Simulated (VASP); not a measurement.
# C: a series in uniaxial stress along [001]

Strain engineering needs slopes: what does uniaxial stress along [001] do to the lattice and the band edges of C?

Main program and level: VASP 6.6.1; LDA; plane waves and PAW (C), in the first sound run; inputs show where later runs differ.

### 1. The starting structure

Symmetry: Fd-3m, No. 227, cubic system. The conventional cell has a = 3.567 Å, b = 3.567 Å, c = 3.567 Å, α = 90.00°, β = 90.00°, γ = 90.00°. Nearest to C lie 4 C at 1.54 Å.

### 2. Relax the crystal, LDA

The series starts from the cell that this level prefers, so that zero strain is near zero stress.

This step took 2 runs in a row; the last is shown.

Level: LDA; plane waves and PAW (C).

INCAR

```
SYSTEM = C
PREC = Accurate
ENCUT = 600
EDIFF = 1E-07
NELM = 120
ISMEAR = 0
SIGMA = 0.02
LREAL = .FALSE.
ALGO = Normal
GGA = CA
NBANDS = 10
LASPH = .TRUE.
LORBIT = 11
LWAVE = .FALSE.
LCHARG = .FALSE.
KPAR = 16
IBRION = 2
NSW = 40
ISIF = 3
EDIFFG = -0.005
POTIM = 0.4
```

POSCAR

```
C
1.0
    0.0000000000      1.7668691223      1.7668691223
    1.7668691223      0.0000000000      1.7668691223
    1.7668691223      1.7668691223      0.0000000000
C
2
Direct
    0.0000000000      0.0000000000      0.0000000000
    0.2500000000      0.2500000000      0.2500000000
```

KPOINTS

```
Automatic mesh
0
Gamma
14 14 14
0 0 0
```

PAW data sets: C (LDA family, release 64).

On the command line:

```
> mpirun -np 16 vasp_std
```

What it wrote:

```text
[banner, memory and clock lines left out]
running   16 mpi-ranks, on    1 nodes
[...]
|                                                                             |
|           W    W    AA    RRRRR   N    N  II  N    N   GGGG   !!!           |
|           W    W   A  A   R    R  NN   N  II  NN   N  G    G  !!!           |
|           W    W  A    A  R    R  N N  N  II  N N  N  G       !!!           |
|           W WW W  AAAAAA  RRRRR   N  N N  II  N  N N  G  GGG   !            |
|           WW  WW  A    A  R   R   N   NN  II  N   NN  G    G                |
|           W    W  A    A  R    R  N    N  II  N    N   GGGG   !!!           |
|                                                                             |
|     For optimal performance we recommend to set                             |
|       NCORE = 2 up to number-of-cores-per-socket                            |
|     NCORE specifies how many cores store one orbital (NPAR=cpu/NCORE).      |
|     This setting can greatly improve the performance of VASP for DFT.       |
[...]
|     Unfortunately you need to use the default for GW and RPA                |
|     calculations (for HF NCORE is supported but not extensively tested      |
|     yet).                                                                   |
|                                                                             |

 LDA part: xc-table for (Slater(with rela. corr.)+CA(PZ))
 , standard interpolation
 POSCAR, INCAR and KPOINTS ok, starting setup
[...]
entering main loop
       N       E                     dE             d eps       ncg     rms          rms(c)
DAV:   1     0.225764946951E-01    0.22576E-01   -0.54446E+03  2120   0.891E+02
DAV:   2    -0.207061526879E+02   -0.20729E+02   -0.19786E+02  2798   0.131E+02
DAV:   3    -0.211142547769E+02   -0.40810E+00   -0.40710E+00  2488   0.154E+01
DAV:   4    -0.211151186072E+02   -0.86383E-03   -0.86376E-03  2274   0.831E-01
[...]
DAV:   9    -0.202521614010E+02    0.12387E-04   -0.34034E-05  2370   0.497E-02    0.194E-02
DAV:  10    -0.202521627672E+02   -0.13661E-05   -0.17725E-06  2274   0.121E-02    0.447E-03
DAV:  11    -0.202521627009E+02    0.66265E-07   -0.56513E-08  1640   0.199E-03
   1 F= -.20252163E+02 E0= -.20252163E+02  d E =-.202522E+02
[...]
reached required accuracy - stopping structural energy minimisation
```

Wall time 1.6 s (16 MPI ranks of AMD EPYC 9R45, shared host); peak memory 1.5 GiB.

The logs omit lines about the potential files and the build; timing stands in the text.

From OUTCAR (step 2):

```text
  Total        0.0025777      0.0025777      0.0025777      0.0000000      0.0000000     -0.0000000
  in kB        0.3743643      0.3743643      0.3743643      0.0000000      0.0000000     -0.0000000
  external PRESSURE =       0.3743643 kB  Pullay stress =       0.0000000 kB

 POSITION                                       TOTAL-FORCE (eV/Angst)
 -----------------------------------------------------------------------------------
      0.00000      0.00000      0.00000        -0.000000     -0.000000     -0.000000
      0.88343      0.88343      0.88343         0.000000      0.000000      0.000000
 -----------------------------------------------------------------------------------
    total drift:                                0.000000      0.000000      0.000000

  FREE ENERGIE OF THE ION-ELECTRON SYSTEM (eV)
  ---------------------------------------------------
  free  energy   TOTEN  =       -20.2521627009 eV

  energy  without entropy=      -20.2521627009  energy(sigma->0) =      -20.25216270

 reached required accuracy - stopping structural energy minimisation

[... 3 further parts left out ...]
[key lines of the parts left out:]
E-fermi :  10.2749
```

Read from the output:

- energy(sigma→0) of the program: -20.2522 eV
- stress, compression positive: xx, yy, zz 0.04, 0.04, 0.04 GPa
- volume: 11.032 Å³
- ionic steps: 1

### 3. Strain across the axis, LDA

One member in full: the axis is strained by -2 %, and the two directions across it are strained alike until their mean stress is under 0.012 GPa or five steps are spent.

This step took 3 runs, each at a new trial strain with the atoms of the one before; the last is shown.

Level: LDA; plane waves and PAW (C).

INCAR: that of step 2 with these lines changed.

```diff
@@ -15,7 +15,7 @@
 LCHARG = .FALSE.
-KPAR = 16
-IBRION = 2
-NSW = 40
-ISIF = 3
-EDIFFG = -0.005
-POTIM = 0.4
+KPAR = 4
+IBRION = 1
+NSW = 25
+ISIF = 2
+EDIFFG = -0.004
+POTIM = 0.3
```

POSCAR

```
C
1.0
    0.0000000000      1.7715818510      1.7315317400
    1.7715818510      0.0000000000      1.7315317400
    1.7715818510      1.7715818510      0.0000000000
C
2
Direct
    0.0000000000      0.0000000000      0.0000000000
    0.2500000000      0.2500000000      0.2500000000
```

KPOINTS is that of step 2.

On the command line:

```
> mpirun -np 4 vasp_std
```

What it wrote:

```text
[banner, memory and clock lines left out]
running    4 mpi-ranks, on    1 nodes
[...]
LDA part: xc-table for (Slater(with rela. corr.)+CA(PZ))
 , standard interpolation
 POSCAR, INCAR and KPOINTS ok, starting setup
[...]
entering main loop
       N       E                     dE             d eps       ncg     rms          rms(c)
DAV:   1    -0.355804382915E+00   -0.35580E+00   -0.54551E+03  5000   0.894E+02
DAV:   2    -0.207607380567E+02   -0.20405E+02   -0.19674E+02  6566   0.133E+02
DAV:   3    -0.211319804955E+02   -0.37124E+00   -0.37029E+00  5766   0.148E+01
DAV:   4    -0.211328637808E+02   -0.88329E-03   -0.88325E-03  5284   0.806E-01
[...]
DAV:   9    -0.202364271367E+02    0.12908E-04   -0.35069E-05  5572   0.504E-02    0.195E-02
DAV:  10    -0.202364284715E+02   -0.13347E-05   -0.17821E-06  5392   0.122E-02    0.457E-03
DAV:  11    -0.202364284112E+02    0.60223E-07   -0.56187E-08  3730   0.199E-03
   1 F= -.20236428E+02 E0= -.20236428E+02  d E =-.202364E+02
 BRION: g(F)=  0.792E-49 g(S)=  0.000E+00
 reached required accuracy - stopping structural energy minimisation
```

Wall time 5.8 s (4 MPI ranks); peak memory 0.42 GiB.

OUTCAR, selected parts (step 3):

```text
  Total       -0.0008125     -0.0008125      1.4655486      0.0000000      0.0000000      0.0000000
  in kB       -0.1197681     -0.1197681    216.0368887      0.0000000      0.0000000      0.0000000
  external PRESSURE =      71.9324508 kB  Pullay stress =       0.0000000 kB

 POSITION                                       TOTAL-FORCE (eV/Angst)
 -----------------------------------------------------------------------------------
      0.00000      0.00000      0.00000        -0.000000     -0.000000      0.000000
      0.88579      0.88579      0.86577         0.000000      0.000000      0.000000
 -----------------------------------------------------------------------------------
    total drift:                                0.000000      0.000000      0.000000

  FREE ENERGIE OF THE ION-ELECTRON SYSTEM (eV)
  ---------------------------------------------------
  free  energy   TOTEN  =       -20.2364284112 eV

  energy  without entropy=      -20.2364284112  energy(sigma->0) =      -20.23642841

[... 1 part as in an earlier step ...]

[... 3 further parts left out ...]
[key lines of the parts left out:]
E-fermi :  10.7188
```

Numbers from this step:

- energy(sigma→0) of the program: -20.2364 eV
- stress, compression positive: xx, yy, zz -0.01, -0.01, 21.60 GPa
- ionic steps: 1

### 4. Band edges, HSE06

Short lines in KPOINTS_OPT sample the zone centre along and across the axis, for masses, and the other valleys.

Level: HSE06; plane waves and PAW (C).

INCAR

```
SYSTEM = C
PREC = Accurate
ENCUT = 600
EDIFF = 1E-06
NELM = 100
ISMEAR = 0
SIGMA = 0.02
LREAL = .FALSE.
ALGO = Normal
LHFCALC = .TRUE.
AEXX = 0.25
GGA = PE
HFSCREEN = 0.2
LASPH = .TRUE.
NBANDS = 9
PRECFOCK = Fast
LWAVE = .FALSE.
LCHARG = .FALSE.
KPAR = 4
```

POSCAR is that of step 3.

KPOINTS

```
Automatic mesh
0
Gamma
7 7 7
0 0 0
```

KPOINTS_OPT

```
Line mode
6
Line-mode
Reciprocal
  0.00000000   0.00000000   0.00000000
  0.01377909   0.01377909   0.00000000

  0.00000000   0.00000000   0.00000000
 -0.00000000  -0.01409780  -0.01409780

  0.31000000   0.31000000   0.00000000
  0.50000000   0.50000000   0.00000000

  0.00000000   0.31000000   0.31000000
  0.00000000   0.50000000   0.50000000

  0.45000000   0.45000000   0.45000000
  0.50000000   0.50000000   0.50000000

  0.45000000   0.00000000   0.00000000
  0.50000000   0.00000000   0.00000000

  0.42500000   0.42500000   0.00000000
  0.42500000   0.43909780   0.01409780

  0.50000000   0.50000000   0.50000000
  0.49003135   0.50996865   0.50000000
```

On the command line:

```
> mpirun -np 4 vasp_std
```

What it wrote:

```text
[banner, memory and clock lines left out]
running    4 mpi-ranks, on    1 nodes
[...]
|                                                                             |
|               ----> ADVICE to this user running VASP <----                  |
|                                                                             |
|     You enforced a specific xc type in the INCAR file but a different       |
|     [... a line on the potential file left out ...]
|     I HOPE YOU KNOW WHAT YOU ARE DOING!                                     |
|                                                                             |

 LDA part: xc-table for (Slater+PW92), standard interpolation
 found WAVECAR, reading the header
 POSCAR, INCAR and KPOINTS ok, starting setup
[...]
reading WAVECAR
 the WAVECAR file was read successfully
 initial charge from wavefunction
 entering main loop
       N       E                     dE             d eps       ncg     rms          rms(c)
DAV:   1    -0.210934657329E+02   -0.21093E+02   -0.65265E-01   739   0.820E+00    0.104E+00
DAV:   2    -0.210961023624E+02   -0.26366E-02   -0.66297E-03   768   0.759E-01    0.693E-01
DAV:   3    -0.210953575326E+02    0.74483E-03   -0.34692E-04   794   0.180E-01    0.384E-01
DAV:   4    -0.210951154453E+02    0.24209E-03   -0.87755E-05   762   0.980E-02    0.215E-01
DAV:   5    -0.210950403379E+02    0.75107E-04   -0.24282E-05   837   0.530E-02    0.121E-01
DAV:   6    -0.210950171779E+02    0.23160E-04   -0.71839E-06   857   0.294E-02    0.684E-02
DAV:   7    -0.210950102999E+02    0.68780E-05   -0.22625E-06   768   0.167E-02    0.387E-02
DAV:   8    -0.210950083719E+02    0.19280E-05   -0.73168E-07   396   0.974E-03    0.221E-02
DAV:   9    -0.210950079620E+02    0.40992E-06   -0.30427E-07   398   0.660E-03
   1 F= -.21095008E+02 E0= -.21095008E+02  d E =-.145078E-24
 Start KPOINTS_OPT (optional k-point list driver)
k-point batch [1-40\48]
       N       E                     dE             ncg
DAV:   1     0.148864936870E+04   -0.11179E+05      720
DAV:   2     0.393338714583E+03   -0.10953E+04     1051
DAV:   3     0.334069192852E+03   -0.59270E+02      803
DAV:   4     0.333737184736E+03   -0.33201E+00      970
DAV:   5     0.333733576931E+03   -0.36078E-02      912
DAV:   6     0.333733570226E+03   -0.67043E-05      846
DAV:   7     0.333733570213E+03   -0.13308E-07      766
k-point batch [41-48\48]
       N       E                     dE             ncg
DAV:   1     0.126809145025E+05   -0.30337E+04      152
DAV:   2     0.125148740933E+05   -0.16604E+03      178
DAV:   3     0.125106747485E+05   -0.41993E+01      174
DAV:   4     0.125106555426E+05   -0.19206E-01      183
DAV:   5     0.125106554996E+05   -0.43027E-04      192
DAV:   6     0.125106554995E+05   -0.66633E-07      192
```

Wall time 3.2 min (4 MPI ranks); peak memory 0.84 GiB; 8.3 min of CPU time.

From OUTCAR (step 4):

```text
  LATTYP: Found a body centered tetragonal cell.
 ALAT       =     2.5053950805
 C/A-ratio  =     1.3822424682

 Subroutine GETGRP returns: Found 16 space group operations
 (whereof  8 operations were pure point group operations)

The static configuration has the point symmetry D_2d.
 The point group associated with its full space group is D_4h.

 Found     40 irreducible k-points:

   k-points           NKPTS =     40   k-points in BZ     NKDIM =    343   number of bands    NBANDS=      9

   dimension x,y,z NGX =    20 NGY =   20 NGZ =   20
   dimension x,y,z NGXF=    40 NGYF=   40 NGZF=   40

   ENCUT  =  600.0 eV  44.10 Ry    6.64 a.u.   4.95  4.95  5.00*2*pi/ulx,y,z

   NELECT =       8.0000    total number of electrons

  exchange ACFDT corr.  =         0.00000000  see jH, gK, PRB 81, 115126

 E-fermi :  10.3356

 k-point     1 :       0.0000    0.0000    0.0000
  band No.  band energies     occupation
      1     -14.1918      2.00000
      2       9.8359      2.00000
      3       9.8359      2.00000
      4      10.1987      2.00000
      5      16.8861      0.00000
      6      17.1841      0.00000
      7      17.1841      0.00000
      8      26.2512      0.00000
      9      31.4200      0.00000

 k-point     2 :       0.1429   -0.0000    0.0000
  band No.  band energies     occupation
      1     -13.5637      2.00000
      2       6.6260      2.00000
      3       8.9144      2.00000
      4       9.2026      2.00000
      5      18.1199      0.00000
      6      18.3508      0.00000
      7      18.8512      0.00000
      8      26.6658      0.00000
      9      32.3365      0.00000

 POSITION                                       TOTAL-FORCE (eV/Angst)
 -----------------------------------------------------------------------------------
      0.00000      0.00000      0.00000        -0.000000     -0.000000      0.000000
      0.88579      0.88579      0.86577         0.000000      0.000000     -0.000000
 -----------------------------------------------------------------------------------
    total drift:                                0.000000      0.000000      0.000000

  FREE ENERGIE OF THE ION-ELECTRON SYSTEM (eV)
  ---------------------------------------------------
  free  energy   TOTEN  =       -21.0950079620 eV

  energy  without entropy=      -21.0950079620  energy(sigma->0) =      -21.09500796

[... 1 part as in an earlier step ...]

[... 7 further parts left out ...]
```

Read from the output:

```
energy(sigma→0) of the program : -21.0950 eV
```

### 5. All members

Hybrid runs start from orbitals of a short LDA run, not shown.

Runs beyond LDA use the data sets made with LDA; this shifts their levels slightly, and their total energies have another zero.

The other members went through these steps as far as the tables show, with the same cutoff and, step by step, the same mesh; 44 runs are not shown. The session took 2.0 core hours (wall time by ranks) on a shared machine.

| strain along the axis (%) | strain across the axis (%) | stress along the axis, tension positive (GPa) | energy above the unstrained row (meV/atom) | gap on the mesh, LDA (eV) |
| --- | --- | --- | --- | --- |
| -2.000 | 0.267 | -21.604 | 7.867 | 3.606 |
| -1.500 | 0.196 | -16.171 | 4.494 | 3.748 |
| -1.000 | 0.129 | -10.761 | 2.050 | 3.889 |
| -0.500 | 0.064 | -5.380 | 0.555 | 4.028 |
| 0 | 0.004 | -0.027 | 0.000 | 4.165 |
| 0.500 | -0.056 | 5.294 | 0.325 | 4.085 |
| 1.000 | -0.111 | 10.583 | 1.568 | 4.004 |
| 1.500 | -0.163 | 15.836 | 3.711 | 3.924 |
| 2.000 | -0.214 | 21.047 | 6.765 | 3.845 |

Slopes at zero strain, from cubics through all rows: strain ratio -0.120, stress over strain 1068 GPa.

Band edges at HSE06, counted from the valence-band top at Γ, with one row partly withheld:

| strain along the axis (%) | gap (eV) | conduction band at Γ (eV) | Δ or X valley along z (eV) | Δ or X valley along x (eV) | lowest conduction level at L, [111] (eV) | lowest conduction level at L, [-111] (eV) | second valence level below the top (eV) | third valence level below the top (eV) |
| --- | --- | --- | --- | --- | --- | --- | --- | --- |
| -2.000 | 4.780 | 6.687 | 4.774 | 5.358 | 9.857 | 9.857 | 0.363 | 0.363 |
| -1.500 | ? | 6.785 | ? | 5.358 | 9.935 | 9.935 | 0.272 | 0.272 |
| -1.000 | 5.080 | 6.882 | 5.072 | 5.359 | 10.011 | 10.011 | 0.181 | 0.181 |
| -0.500 | 5.227 | 6.979 | 5.218 | 5.361 | 10.086 | 10.086 | 0.091 | 0.091 |
| 0 | 5.373 | 7.076 | 5.364 | 5.364 | 10.159 | 10.159 | 0.001 | 0.001 |
| 0.500 | 5.288 | 7.012 | 5.418 | 5.279 | 10.063 | 10.063 | 0.000 | 0.090 |
| 1.000 | 5.204 | 6.947 | 5.470 | 5.194 | 9.932 | 9.932 | 0.000 | 0.179 |
| 1.500 | 5.120 | 6.884 | 5.522 | 5.111 | 9.780 | 9.780 | 0.000 | 0.269 |
| 2.000 | 5.037 | 6.821 | 5.572 | 5.028 | 9.617 | 9.617 | 0.000 | 0.359 |

### 6. A fit to the known rows

The quantity to fit is the splitting of the Δ or X valleys (z less x) at HSE06: -0.584, -0.287, -0.143, -0.001, 0.139, 0.275, 0.412, 0.544 eV in the rows shown.

A least-squares parabola through the 8 rows shown, with d the strain along the axis less the strain across it, in %: E = − 0.002682 d² + 0.2516 d − 6.66e-5 (eV), r.m.s. residual 3.5e-4 eV.

At d = -1.696 this predicts -0.4345 eV.

### 7. Prediction against calculation

The calculation gives -0.4343 eV, so the prediction is 0.0002 eV too low.

The splitting is Ξu times d, with d as a fraction, so the linear term gives Ξu = 25.2 eV.

### 8. Outcome

```yaml
poisson_ratio: 0.120
young_s_modulus_along_the_axis: 1068 GPa
gap_of_the_unstrained_cell_hse06: 5.37 eV
shear_deformation_potential_u_of_the_delta_or_x_valleys: 25.2 eV
error_of_the_predicted_row: -0.2 meV
valence_shear_potential_b_hse06: 5.37 eV
```

**Reading.** As a check, the curvature of the energy gives 1057 GPa for the same modulus (energy per volume = E/2 × strain²), 1 % from the slope of the stress. The energy also has a linear term worth 0.68 GPa that the stress column lacks, a mark of the finite basis. At HSE06 the lowest conduction valley is Δ or X throughout, and the gap runs between 4.78 and 5.37 eV. Without spin-orbit coupling the three valence levels split by 3|b| times the difference of the strains; the rows within 1 % give |b| = 5.37 eV. Hole masses are left out throughout, since the top bands are degenerate or cross in many series; of conduction masses, those of the Γ, L and (for Si and Ge under (001) strain) Δ valleys are kept where they change by under an eighth between rows. A measured gap of unstrained C is 5.5 eV (arxiv:1902.02958, band gap, experimental literature value, temperature not given); the static gaps here belong to the lattice relaxed at LDA. HSE06 ran on a coarser mesh than the semilocal levels. Spin-orbit coupling is left out at HSE06, so the valence splittings there lack it. Δ or X levels are the lowest on their line, refined by a parabola unless they lie at X; the gap is read from all points sampled and can differ from the lowest valley by some meV, or by tens of meV where strain moves the valence top off Γ. Temperature, zero-point motion and excitons are left out.

[Lines on the potential files, build, host, timing and source positions are cut from VASP's logs without a mark.]

[Logs are printed without paths, hosts, clocks, repeated set-up lines and the standing remarks that a program may print on its own settings, such as how far it seeks lower states.]

[Hosts, paths, dates, database ids (printed as entryN), source tags and the programs' standing remarks are cut or masked in the printed files.]

[In band tables of VASP the shares of atoms and orbitals are scaled to a sum of 1 inside the atoms' spheres.]
